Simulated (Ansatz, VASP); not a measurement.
# Mg23Ir9 in two plane-wave programs

One calculation is typed for both programs; each brings its own data sets and cutoff. How far apart do they land? The structure shown is the end of the VASP relaxation below.

Main program and level: Ansatz 0.2.0; plane waves, with VASP 6.6.1 beside it; single point at PBEsol.

### Step 1. The structure

The cell holds 32 atoms: 9 Ir and 23 Mg. Cell: a = 11.355 Å, b = 11.355 Å, c = 9.358 Å, α = 129.0°, β = 129.0°, γ = 87.8°. It derives from Mg3Ir. Nearest the centre at fractional (0.375, 0.375, 0.000): Ir9 at 0.00 Å, Ir2 at 2.51 Å, Ir1 at 2.51 Å, Ir4 at 2.52 Å, Mg21 at 2.89 Å, Mg22 at 2.89 Å, Mg30 at 2.89 Å, Mg29 at 2.89 Å.

### Step 2. VASP: relaxation, PBEsol

This run makes the geometry at which the two programs are then compared.

Lines of VASP's logs that name or quote its potential files are left out, and so is its time.

INCAR

```
SYSTEM = Mg23Ir9
PREC = Normal
ENCUT = 300
EDIFF = 1E-05
NELM = 120
ISMEAR = 1
SIGMA = 0.2
LREAL = Auto
ALGO = Fast
GGA = PS
ISPIN = 2
MAGMOM = 0.6 0 0 0.6 0 0 0 0 0.6 0 0 0 0 0 0 0 0 0 0 0 0.6 0 0 0 0 0 0 0 0 0 0 0
LMAXMIX = 4
LORBIT = 11
LWAVE = .FALSE.
LCHARG = .TRUE.
KPAR = 4
NCORE = 2
IBRION = 2
NSW = 50
ISIF = 2
EDIFFG = -0.03
POTIM = 0.25
MAXMIX = 40
ISYM = 2
```

POSCAR

```
Mg23Ir9
1.0
   -6.8211505575      3.9381931106      8.1787353532
    6.8211505575     -3.9381931106      8.1787353532
    2.2737168525      3.9381931106     -8.1787353532
Ir Mg
9 23
Direct
    0.5349803261      0.6945994683      0.4795544384
    0.0554044186      0.2150225765      0.5204524735
    0.0416729078      0.7083290204      0.0000015550
    0.5354451181      0.2145576707      0.0000021413
    0.4582084574      0.2917919488      0.4999996223
    0.9582190517      0.7917796293      0.5000000087
    0.9555449426      0.2894992586      0.9998142946
    0.4604999219      0.7944542936      0.0001855478
    0.3745879735      0.3754001600      0.9999881948
    0.8737613694      0.8762411436      0.0000023328
    0.8753125309      0.3731982392      0.4985446501
    0.3768023402      0.8746893006      0.5014575836
    0.1491813003      0.1498811370      0.9999677389
    0.6001187977      0.6008195427      0.0000335743
    0.6248852965      0.1251133990      0.4999992256
    0.1248397867      0.6251642296      0.5000022325
    0.3989567277      0.5661873585      0.5453542497
    0.8535572346      0.0208085724      0.4545449834
    0.8718670096      0.5519140758      0.0000458911
    0.3848627666      0.0349178096      0.0000071198
    0.7770992080      0.6174950639      0.4726585548
    0.3044225625      0.1448649836      0.5273908015
    0.3055942256      0.6221788887      0.0000313685
    0.7889530644      0.1264084432      0.0000890999
    0.1838135816      0.3510446248      0.4546487878
    0.7291926228      0.8964437235      0.5454569948
    0.7150831375      0.3651383543      0.9999955994
    0.1980847198      0.8781318269      0.9999507096
    0.6051333587      0.4455748648      0.4726065637
    0.1325033026      0.9728996395      0.5273360399
    0.1278192607      0.4444039124      0.9999647379
    0.6235926780      0.9610468401      0.9999128842
```

KPOINTS

```
Automatic mesh
0
Gamma
5 5 5
0 0 0
```

PAW data sets: Ir and Mg (PBE family, release 64).

Command:

```
$ mpirun -np 8 vasp_std
```

Numbers of over 12 decimals in the logs are rounded to 6 here.

The program printed:

```text
[banner, memory and clock lines left out]
running    8 mpi-ranks, on    1 nodes
[...]
|                                                                             |
|               ----> ADVICE to this user running VASP <----                  |
|                                                                             |
|     You enforced a specific xc type in the INCAR file but a different       |
|     [... a line on the potential file left out ...]
|     I HOPE YOU KNOW WHAT YOU ARE DOING!                                     |
|                                                                             |

 LDA part: xc-table for (Slater+PW92), standard interpolation
 POSCAR, INCAR and KPOINTS ok, starting setup
[...]
entering main loop
       N       E                     dE             d eps       ncg     rms          rms(c)
DAV:   1     0.434591580781E+03    0.43459E+03   -0.34026E+04 20412   0.840E+02
DAV:   2    -0.832263517369E+02   -0.51782E+03   -0.46534E+03 23079   0.261E+02
[...]
1 F= -.13612501E+03 E0= -.13612761E+03  d E =-.136125E+03  mag=     0.0002
[... from here on, the cycles between the ionic steps are left out ...]
   2 F= -.13612923E+03 E0= -.13613176E+03  d E =-.421173E-02  mag=    -0.0000
   3 F= -.13613668E+03 E0= -.13613902E+03  d E =-.116630E-01  mag=    -0.0001
   4 F= -.13613749E+03 E0= -.13613975E+03  d E =-.124780E-01  mag=    -0.0000
   5 F= -.13613927E+03 E0= -.13614151E+03  d E =-.177957E-02  mag=    -0.0000
   6 F= -.13614194E+03 E0= -.13614415E+03  d E =-.444608E-02  mag=    -0.0000
   7 F= -.13614380E+03 E0= -.13614598E+03  d E =-.186025E-02  mag=     0.0000
   8 F= -.13614526E+03 E0= -.13614739E+03  d E =-.332204E-02  mag=     0.0000
   9 F= -.13614675E+03 E0= -.13614889E+03  d E =-.149206E-02  mag=    -0.0000
  10 F= -.13614751E+03 E0= -.13614965E+03  d E =-.225025E-02  mag=     0.0001
  11 F= -.13614866E+03 E0= -.13615076E+03  d E =-.115229E-02  mag=    -0.0000
  12 F= -.13615054E+03 E0= -.13615254E+03  d E =-.302499E-02  mag=     0.0000
  13 F= -.13615177E+03 E0= -.13615376E+03  d E =-.123060E-02  mag=     0.0001
[...]
trial-energy change:   -0.001231  1 .order   -0.001235   -0.001399   -0.001071
 step:  10.6980(harm= 11.3930)  dis= 0.03487  next Energy=  -136.153517 (dE=-0.298E-02)
 reached required accuracy - stopping structural energy minimisation
```

From OUTCAR (step 2):

```text
  Total       -5.2617689     -4.7829636     -2.3209104      0.4139711     -0.0001137      0.0000326
  in kB      -14.3890732    -13.0797102     -6.3468675      1.1320642     -0.0003108      0.0000892
  external PRESSURE =     -11.2718836 kB  Pullay stress =       0.0000000 kB

 POSITION                                       TOTAL-FORCE (eV/Angst)
 -----------------------------------------------------------------------------------
      2.16715      1.26273      6.13408         0.014084     -0.002841      0.000394
      2.26371      1.43002     -2.04471         0.009771     -0.011116     -0.000327
      4.55695     -2.63095      6.13404        -0.004749      0.002671      0.000012
      0.08806      5.20007     -2.04469        -0.022269      0.012941      0.000043
      0.01193      2.61857      2.04468         0.002216     -0.001266      0.000008
      0.01175      2.61868     10.22342         0.002731     -0.001567     -0.000045
     -4.54765      2.62566     10.18629         0.005943     -0.004520      0.009103
      4.54715      2.62556      2.08181         0.006876     -0.002920     -0.009133
      2.27547      3.93715     -2.04477         0.002080     -0.000733      0.000041
      0.02240     -0.01293     14.31280        -0.008284      0.004658     -0.000006
     -2.28968      3.95048      6.13398         0.010696     -0.013165     -0.000012
      4.52878      0.00769      6.13416         0.016893     -0.002745      0.000018
      0.01513     -0.00870      2.53571        -0.001748      0.000625      0.023377
      2.28881      3.92945      1.55372        -0.001419      0.001160     -0.023331
[...]
-----------------------------------------------------------------------------------
    total drift:                               -0.000839      0.000636      0.000078

  FREE ENERGIE OF THE ION-ELECTRON SYSTEM (eV)
  ---------------------------------------------------
  free  energy   TOTEN  =      -136.1517663424 eV

  energy  without entropy=     -136.1577400122  energy(sigma->0) =     -136.15375757

 reached required accuracy - stopping structural energy minimisation

 magnetization (x)
# of ion       s       p       d       tot
------------------------------------------
    1       -0.000   0.000  -0.000  -0.000
    2       -0.000   0.000  -0.000   0.000
    3        0.000   0.000   0.000   0.000
    4       -0.000   0.000  -0.000  -0.000
    5       -0.000   0.000  -0.000  -0.000
    6       -0.000   0.000  -0.000  -0.000
    7       -0.000  -0.000  -0.000  -0.000
    8       -0.000  -0.000  -0.000  -0.000
    9        0.000   0.000   0.000   0.000
   10        0.000   0.000   0.000   0.000
   11        0.000   0.000   0.000   0.000
   12        0.000   0.000   0.000   0.000
   13        0.000   0.000   0.000   0.000
[...]
--------------------------------------------------
tot         -0.000   0.000  -0.000  -0.000

[... 1 further part left out ...]
```

(Part 1 of 2 ends here.)

[Lines on the potential files, build, host, timing and source positions are cut from VASP's logs without a mark.]

[Logs are printed without paths, hosts, clocks, repeated set-up lines and the standing remarks that a program may print on its own settings, such as how far it seeks lower states.]

[Hosts, paths, dates, database ids (printed as entryN), source tags and the programs' standing remarks are cut or masked in the printed files.]
